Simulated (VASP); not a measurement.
Computed with PBE GGA with D3 dispersion (zero damping), VASP's PBE PAW potentials (set 64) (plane waves; VASP).

VASP ran on this input.

INCAR:
```
ALGO  =  Normal
EDIFF  =  1E-7
EDIFFG  =  -0.01
ENCUT  =  520
GGA  =  PE
IBRION  =  2
ISIF  =  4
ISMEAR  =  0
IVDW  =  11
LASPH  =  .True.
LCHARG  =  .False.
LMAXMIX  =  6
LREAL  =  .False.
LWAVE  =  .False.
NELM  =  100
NSW  =  30
PREC  =  Accurate
SIGMA  =  0.05
SYSTEM  =  WS2
```

File POSCAR:
```
WS2
1
    1.5535123595    -2.6907623148     0.0000000000
    1.5535123595     2.6907623148     0.0000000000
    0.0000000000     0.0000000000    12.1666062871
W S
2 4
Direct
  0.3333330000   0.6666670000   0.2500000000
  0.6666670000   0.3333330000   0.7500000000
  0.3333330000   0.6666670000   0.8764980376
  0.6666670000   0.3333330000   0.3764980376
  0.6666670000   0.3333330000   0.1235019624
  0.3333330000   0.6666670000   0.6235019624
```

### KPOINTS
```
kpoints
0
G
 8 8 2
0 0 0
```

POTCAR, in this order: W_sv S (PBE.64 set). Program: vasp_std.

The resulting files:

OUTCAR:
```
 ion  position               nearest neighbor table
   1  0.333  0.667  0.250-   4 2.36   5 2.36   4 2.36   5 2.36   4 2.36   5 2.36
   2  0.667  0.333  0.750-   3 2.36   6 2.36   3 2.36   6 2.36   3 2.36   6 2.36
   3  0.333  0.667  0.876-   2 2.36   2 2.36   2 2.36
   4  0.667  0.333  0.376-   1 2.36   1 2.36   1 2.36
   5  0.667  0.333  0.124-   1 2.36   1 2.36   1 2.36
   6  0.333  0.667  0.624-   2 2.36   2 2.36   2 2.36
  LATTYP: Found a hexagonal cell.
 ALAT       =     3.1070246999
 C/A-ratio  =     3.9158382897
 Subroutine PRICEL returns:
 Original cell was already a primitive cell.
 Subroutine GETGRP returns: Found 24 space group operations
The static configuration has the point symmetry D_3d.
 The point group associated with its full space group is D_6h.
The dynamic configuration has the point symmetry D_3d.
 Subroutine INISYM returns: Found 24 space group operations
 Subroutine IBZKPT returns following result:
 Found     20 irreducible k-points:

 Following reciprocal coordinates:
            Coordinates               Weight
  0.000000  0.000000  0.000000      1.000000
  0.125000  0.000000  0.000000      6.000000
  0.250000  0.000000  0.000000      6.000000
...
```

File OSZICAR:
```
       N       E                     dE             d eps       ncg     rms          rms(c)
DAV:   1     0.528238138044E+03    0.52824E+03   -0.29206E+04  1376   0.169E+03
DAV:   2    -0.162809591932E+02   -0.54452E+03   -0.53260E+03  1470   0.457E+02
DAV:   3    -0.486248785005E+02   -0.32344E+02   -0.32105E+02  1557   0.102E+02
DAV:   4    -0.494082683655E+02   -0.78339E+00   -0.78141E+00  1501   0.167E+01
DAV:   5    -0.494322402270E+02   -0.23972E-01   -0.23960E-01  1554   0.279E+00    0.429E+01
DAV:   6    -0.472443687977E+02    0.21879E+01   -0.11207E+01  1435   0.203E+01    0.191E+01
DAV:   7    -0.470270726470E+02    0.21730E+00   -0.29460E+00  1483   0.798E+00    0.644E+00
DAV:   8    -0.469472179313E+02    0.79855E-01   -0.49444E-01  1597   0.415E+00    0.219E+00
DAV:   9    -0.469479807765E+02   -0.76285E-03   -0.44314E-02  1573   0.111E+00    0.112E+00
DAV:  10    -0.469458709834E+02    0.21098E-02   -0.27005E-02  1567   0.101E+00    0.277E-01
DAV:  11    -0.469457056588E+02    0.16532E-03   -0.35591E-03  1518   0.368E-01    0.127E-01
DAV:  12    -0.469456822842E+02    0.23375E-04   -0.14078E-04  1524   0.833E-02    0.606E-02
DAV:  13    -0.469456970647E+02   -0.14780E-04   -0.89024E-05  1590   0.526E-02    0.305E-02
DAV:  14    -0.469456975175E+02   -0.45282E-06   -0.54872E-06  1542   0.138E-02    0.166E-02
DAV:  15    -0.469456974687E+02    0.48817E-07   -0.11315E-06  1485   0.624E-03    0.717E-03
DAV:  16    -0.469456977307E+02   -0.26203E-06   -0.82535E-07  1413   0.453E-03    0.143E-03
DAV:  17    -0.469456976947E+02    0.36048E-07   -0.27254E-08   998   0.101E-03
   1 F= -.48550191E+02 E0= -.48550191E+02  d E =-.485502E+02
       N       E                     dE             d eps       ncg     rms          rms(c)
DAV:   1    -0.470051782298E+02   -0.59480E-01   -0.14471E+01  1275   0.168E+01    0.369E+00
DAV:   2    -0.470578388496E+02   -0.52661E-01   -0.80281E-01  1504   0.403E+00    0.188E+00
DAV:   3    -0.470513224078E+02    0.65164E-02   -0.60885E-02  1493   0.142E+00    0.121E+00
DAV:   4    -0.470486879634E+02    0.26344E-02   -0.19319E-02  1577   0.748E-01    0.464E-01
DAV:   5    -0.470487661017E+02   -0.78138E-04   -0.16511E-03  1396   0.230E-01    0.979E-02
DAV:   6    -0.470486559510E+02    0.11015E-03   -0.37266E-04  1636   0.997E-02    0.673E-02
DAV:   7    -0.470486556150E+02    0.33597E-06   -0.37520E-05  1479   0.331E-02    0.276E-02
DAV:   8    -0.470486545234E+02    0.10916E-05   -0.45277E-06  1540   0.104E-02    0.127E-02
DAV:   9    -0.470486540987E+02    0.42467E-06   -0.18908E-06  1457   0.626E-03    0.486E-03
DAV:  10    -0.470486541102E+02   -0.11478E-07   -0.77014E-08  1005   0.184E-03
   2 F= -.48655008E+02 E0= -.48655008E+02  d E =-.104817E+00
       N       E                     dE             d eps       ncg     rms          rms(c)
DAV:   1    -0.470530887089E+02   -0.44346E-02   -0.50470E-01  1268   0.308E+00    0.801E-01
DAV:   2    -0.470548666289E+02   -0.17779E-02   -0.26216E-02  1534   0.734E-01    0.317E-01
DAV:   3    -0.470546484241E+02    0.21820E-03   -0.10261E-03  1516   0.191E-01    0.231E-01
DAV:   4    -0.470546275110E+02    0.20913E-04   -0.67113E-04  1579   0.139E-01    0.597E-02
DAV:   5    -0.470545979145E+02    0.29597E-04   -0.20974E-04  1463   0.801E-02    0.142E-02
DAV:   6    -0.470545953975E+02    0.25170E-05   -0.17596E-05  1473   0.214E-02    0.184E-02
DAV:   7    -0.470545954690E+02   -0.71514E-07   -0.12269E-06  1450   0.533E-03    0.894E-03
DAV:   8    -0.470545954927E+02   -0.23707E-07   -0.50372E-07  1350   0.377E-03
   3 F= -.48660610E+02 E0= -.48660610E+02  d E =-.110418E+00
       N       E                     dE             d eps       ncg     rms          rms(c)
DAV:   1    -0.472347969139E+02   -0.18020E+00   -0.75821E+00  1240   0.180E+01    0.294E+00
DAV:   2    -0.471196399479E+02    0.11516E+00   -0.75632E-01  1449   0.506E+00    0.174E+00
DAV:   3    -0.471009770579E+02    0.18663E-01   -0.40085E-02  1447   0.128E+00    0.721E-01
DAV:   4    -0.470909047023E+02    0.10072E-01   -0.32130E-02  1472   0.939E-01    0.355E-01
DAV:   5    -0.470904503002E+02    0.45440E-03   -0.29413E-03  1560   0.335E-01    0.184E-01
DAV:   6    -0.470903336484E+02    0.11665E-03   -0.46753E-04  1658   0.124E-01    0.395E-02
DAV:   7    -0.470903320500E+02    0.15984E-05   -0.10022E-04  1497   0.491E-02    0.359E-02
DAV:   8    -0.470903336774E+02   -0.16274E-05   -0.13154E-05  1552   0.213E-02    0.814E-03
DAV:   9    -0.470903336066E+02    0.70822E-07   -0.28933E-06  1455   0.866E-03    0.667E-03
DAV:  10    -0.470903337509E+02   -0.14438E-06   -0.27858E-07  1271   0.292E-03    0.268E-03
DAV:  11    -0.470903338165E+02   -0.65522E-07   -0.69694E-08   914   0.163E-03
   4 F= -.48701041E+02 E0= -.48701041E+02  d E =-.404317E-01
       N       E                     dE             d eps       ncg     rms          rms(c)
DAV:   1    -0.471408088070E+02   -0.50475E-01   -0.24836E+00  1248   0.103E+01    0.173E+00
DAV:   2    -0.471035403044E+02    0.37269E-01   -0.24631E-01  1442   0.289E+00    0.100E+00
DAV:   3    -0.470974515487E+02    0.60888E-02   -0.13065E-02  1468   0.727E-01    0.417E-01
DAV:   4    -0.470941014062E+02    0.33501E-02   -0.11755E-02  1444   0.566E-01    0.214E-01
DAV:   5    -0.470939665804E+02    0.13483E-03   -0.93398E-04  1534   0.189E-01    0.112E-01
DAV:   6    -0.470939339894E+02    0.32591E-04   -0.15658E-04  1713   0.712E-02    0.286E-02
DAV:   7    -0.470939326838E+02    0.13056E-05   -0.28207E-05  1501   0.278E-02    0.237E-02
DAV:   8    -0.470939331979E+02   -0.51408E-06   -0.27242E-06  1511   0.951E-03    0.742E-03
DAV:   9    -0.470939332632E+02   -0.65296E-07   -0.55823E-07  1350   0.357E-03
   5 F= -.48707435E+02 E0= -.48707435E+02  d E =-.468255E-01
       N       E                     dE             d eps       ncg     rms          rms(c)
DAV:   1    -0.470939125660E+02    0.20632E-04   -0.75948E-03  1247   0.571E-01    0.974E-02
DAV:   2    -0.470937991005E+02    0.11347E-03   -0.76378E-04  1462   0.161E-01    0.572E-02
DAV:   3    -0.470937807708E+02    0.18330E-04   -0.39676E-05  1446   0.403E-02    0.244E-02
DAV:   4    -0.470937693116E+02    0.11459E-04   -0.42725E-05  1484   0.340E-02    0.133E-02
DAV:   5    -0.470937688915E+02    0.42011E-06   -0.26803E-06  1525   0.103E-02    0.774E-03
DAV:   6    -0.470937687564E+02    0.13505E-06   -0.81106E-07  1471   0.494E-03    0.279E-03
DAV:   7    -0.470937686960E+02    0.60390E-07   -0.89880E-08   830   0.205E-03
   6 F= -.48707426E+02 E0= -.48707426E+02  d E =-.468164E-01
       N       E                     dE             d eps       ncg     rms          rms(c)
DAV:   1    -0.470936988690E+02    0.69887E-04   -0.17266E-02  1268   0.535E-01    0.138E-01
DAV:   2    -0.470937628341E+02   -0.63965E-04   -0.86057E-04  1504   0.131E-01    0.574E-02
DAV:   3    -0.470937573903E+02    0.54438E-05   -0.21271E-05  1488   0.279E-02    0.398E-02
DAV:   4    -0.470937558778E+02    0.15125E-05   -0.16481E-05  1613   0.213E-02    0.114E-02
DAV:   5    -0.470937550892E+02    0.78862E-06   -0.48683E-06  1451   0.122E-02    0.317E-03
DAV:   6    -0.470937551147E+02   -0.25531E-07   -0.42898E-07  1297   0.314E-03
   7 F= -.48707448E+02 E0= -.48707448E+02  d E =-.221565E-04
       N       E                     dE             d eps       ncg     rms          rms(c)
DAV:   1    -0.470937908318E+02   -0.35743E-04   -0.33959E-03  1275   0.237E-01    0.605E-02
DAV:   2    -0.470938049533E+02   -0.14122E-04   -0.16715E-04  1496   0.579E-02    0.257E-02
DAV:   3    -0.470938045158E+02    0.43757E-06   -0.38935E-06  1496   0.120E-02    0.179E-02
DAV:   4    -0.470938050899E+02   -0.57415E-06   -0.31310E-06  1624   0.917E-03    0.509E-03
DAV:   5    -0.470938048516E+02    0.23833E-06   -0.88703E-07  1288   0.520E-03    0.150E-03
DAV:   6    -0.470938048084E+02    0.43157E-07   -0.74761E-08   830   0.142E-03
   8 F= -.48707482E+02 E0= -.48707482E+02  d E =-.559541E-04
```

### OUTCAR
```
------------------------ aborting loop because EDIFF is reached ----------------------------------------
 Edisp (eV)   -1.61368
  FORCE on cell =-STRESS in cart. coord.  units (eV):
  Direction    XX          YY          ZZ          XY          YZ          ZX
  --------------------------------------------------------------------------------------
  Total       2.16256     2.16256     2.22003     0.00000     0.00000     0.00000
  in kB      34.06343    34.06343    34.96874     0.00000     0.00000     0.00000
  external pressure =       34.37 kB  Pullay stress =        0.00 kB
  volume of cell :      101.72
      direct lattice vectors                 reciprocal lattice vectors
     1.571300259 -2.721571854  0.000000000     0.318207801 -0.183717361  0.000000000
     1.571300259  2.721571854  0.000000000     0.318207801  0.183717361 -0.000000000
     0.000000000  0.000000000 11.892701452    -0.000000000  0.000000000  0.084085185
 POSITION                                       TOTAL-FORCE (eV/Angst)
 -----------------------------------------------------------------------------------
      1.57130      0.90719      2.97318         0.000000     -0.000000      0.000000
      1.57130     -0.90719      8.91953        -0.000000      0.000000      0.000000
      1.57130      0.90719     10.49438        -0.000000      0.000000      0.000485
      1.57130     -0.90719      4.54803         0.000000     -0.000000      0.000485
      1.57130     -0.90719      1.39832        -0.000000     -0.000000     -0.000485
      1.57130      0.90719      7.34467         0.000000     -0.000000     -0.000485
 -----------------------------------------------------------------------------------
    total drift:                               -0.000153      0.001124     -0.000035
  FREE ENERGIE OF THE ION-ELECTRON SYSTEM (eV)
  ---------------------------------------------------
  free  energy   TOTEN  =       -48.7074821867 eV

  energy  without entropy=      -48.7074821867  energy(sigma->0) =      -48.70748219

 reached required accuracy - stopping structural energy minimisation
```
(Selected blocks of OUTCAR.)

File CONTCAR:
```
WS2
   1.00000000000000
     1.5713002592629837   -2.7215718543458780    0.0000000000000000
     1.5713002592629837    2.7215718543458780    0.0000000000000000
     0.0000000000000000    0.0000000000000000   11.8927014515940144
  W               S
     2     4
Direct
     0.3333330000000032    0.6666669999999968    0.2500000000000000
     0.6666669999999968    0.3333330000000032    0.7500000000000000
     0.3333330000000032    0.6666669999999968    0.8824216955362696
     0.6666669999999968    0.3333330000000032    0.3824216955362695
     0.6666669999999968    0.3333330000000032    0.1175783044637305
     0.3333330000000032    0.6666669999999968    0.6175783044637304
```

The compound is WS2 in the 2H layered structure. This cell is one point of a volume scan, at 0.94 of the reference volume. Symmetry was kept, so distortions that lower it aren't found.
